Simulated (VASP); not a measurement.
Level of theory: PBE GGA, VASP's PBE PAW potentials (set 64) (plane waves; VASP 6.6.1).

A VASP calculation is set up with these files.

**KPOINTS**
```
K-points
0
G
  4 4 4
```

INCAR:
```
ALGO = Normal
EDIFF = 1E-6
ENCUT = 400
GGA = PE
ISIF = 2
ISMEAR = 0
LASPH = T
LCHARG = F
LMAXMIX = 4
LREAL = F
LWAVE = F
NELM = 100
PREC = Accurate
SIGMA = 0.05
SYSTEM = PbS
```

POSCAR:
```
PbS
1
    0.0000000000     3.0294000000     3.0294000000
    3.0294000000     0.0000000000     3.0294000000
    3.0294000000     3.0294000000     0.0000000000
Pb S
1 1
Direct
  0.0000000000   0.0000000000   0.0000000000
  0.5000000000   0.5000000000   0.5000000000
```

POTCAR, in this order: Pb_d S (PBE.64 set). Program: vasp_std.

Output

### OUTCAR
```
 ion  position               nearest neighbor table
   1  0.000  0.000  0.000-   2 3.03   2 3.03   2 3.03   2 3.03   2 3.03   2 3.03
   2  0.500  0.500  0.500-   1 3.03   1 3.03   1 3.03   1 3.03   1 3.03   1 3.03
  LATTYP: Found a face centered cubic cell.
 ALAT       =     6.0588000000
 Subroutine PRICEL returns:
 Original cell was already a primitive cell.
 Subroutine GETGRP returns: Found 48 space group operations
The static configuration has the point symmetry O_h .
The dynamic configuration has the point symmetry O_h .
 Subroutine INISYM returns: Found 48 space group operations
 Subroutine IBZKPT returns following result:
 Found      8 irreducible k-points:

 Following reciprocal coordinates:
            Coordinates               Weight
  0.000000  0.000000  0.000000      1.000000
  0.250000  0.000000  0.000000      8.000000
  0.500000  0.000000  0.000000      4.000000
  0.250000  0.250000  0.000000      6.000000
  0.500000  0.250000  0.000000     24.000000
 -0.250000  0.250000  0.000000     12.000000
  0.500000  0.500000  0.000000      3.000000
 -0.250000  0.500000  0.250000      6.000000
   k-points           NKPTS =      8   k-points in BZ     NKDIM =      8   number of bands    NBANDS=     14
   number of dos      NEDOS =    301   number of ions     NIONS =      2
   total plane-waves  NPLWV =  21952
   dimension x,y,z NGX =    28 NGY =   28 NGZ =   28
   dimension x,y,z NGXF=    56 NGYF=   56 NGZF=   56
   ions per type =               1   1
   PREC   = accura    normal or accurate (medium, high low for compatibility)
   ISTART =      0    job   : 0-new  1-cont  2-samecut
   ICHARG =      2    charge: 1-file 2-atom 10-const
   ISPIN  =      1    spin polarized calculation?
   LNONCOLLINEAR =      F non collinear calculations
   LSORBIT =      F    spin-orbit coupling
   INIWAV =      1    electr: 0-lowe 1-rand  2-diag
   ENCUT  =  400.0 eV  29.40 Ry    5.42 a.u.   6.99  6.99  6.99*2*pi/ulx,y,z
   NELM   =    100;   NELMIN=  2; NELMDL= -5     # of ELM steps
   EDIFF  = 0.1E-05   stopping-criterion for ELM
...
```

**OSZICAR**
```
       N       E                     dE             d eps       ncg     rms          rms(c)
DAV:   1     0.148518772230E+03    0.14852E+03   -0.84167E+03   224   0.120E+03
DAV:   2     0.305259028836E+01   -0.14547E+03   -0.14114E+03   230   0.327E+02
DAV:   3    -0.902603095175E+01   -0.12079E+02   -0.12010E+02   316   0.997E+01
DAV:   4    -0.928781228434E+01   -0.26178E+00   -0.26166E+00   276   0.179E+01
DAV:   5    -0.929658700087E+01   -0.87747E-02   -0.87746E-02   326   0.294E+00    0.418E+00
DAV:   6    -0.874705175183E+01    0.54954E+00   -0.18103E+00   328   0.975E+00    0.297E+00
DAV:   7    -0.874881661911E+01   -0.17649E-02   -0.14302E-01   232   0.211E+00    0.180E+00
DAV:   8    -0.875253837036E+01   -0.37218E-02   -0.18022E-02   236   0.165E+00    0.415E-01
DAV:   9    -0.875194625435E+01    0.59212E-03   -0.32096E-03   328   0.547E-01    0.118E-01
DAV:  10    -0.875221804001E+01   -0.27179E-03   -0.42959E-04   236   0.134E-01    0.683E-02
DAV:  11    -0.875222085071E+01   -0.28107E-05   -0.46923E-05   264   0.837E-02    0.538E-03
DAV:  12    -0.875222218063E+01   -0.13299E-05   -0.35046E-06   254   0.206E-02    0.390E-03
DAV:  13    -0.875222220493E+01   -0.24298E-07   -0.24183E-07   148   0.498E-03
   1 F= -.87522222E+01 E0= -.87522222E+01  d E =-.936117E-12
```

**OUTCAR**
```
------------------------ aborting loop because EDIFF is reached ----------------------------------------
  FORCE on cell =-STRESS in cart. coord.  units (eV):
  Direction    XX          YY          ZZ          XY          YZ          ZX
  --------------------------------------------------------------------------------------
  Total       -0.4273281     -0.4273281     -0.4273281     -0.0000000     -0.0000000      0.0000000
  in kB      -12.3132340    -12.3132340    -12.3132340     -0.0000000     -0.0000000      0.0000000
  external PRESSURE =     -12.3132340 kB  Pullay stress =       0.0000000 kB
  volume of cell :       55.60
      direct lattice vectors                 reciprocal lattice vectors
     0.000000000  3.029400000  3.029400000    -0.165049185  0.165049185  0.165049185
     3.029400000  0.000000000  3.029400000     0.165049185 -0.165049185  0.165049185
     3.029400000  3.029400000  0.000000000     0.165049185  0.165049185 -0.165049185
  FREE ENERGIE OF THE ION-ELECTRON SYSTEM (eV)
  ---------------------------------------------------
  free  energy   TOTEN  =        -8.7522222049 eV

  energy  without entropy=       -8.7522222049  energy(sigma->0) =       -8.75222220
```
(Selected blocks of OUTCAR.)

The compound is PbS in the rock salt structure. The cell was not relaxed at this level. The k-mesh is coarse (spacing up to 0.45 per Å, 2π included), so the numbers may not be converged in it. The run is one of a series of settings (KPOINTS 4×4×4 Γ-centred mesh against the base run), some of them coarse on purpose.
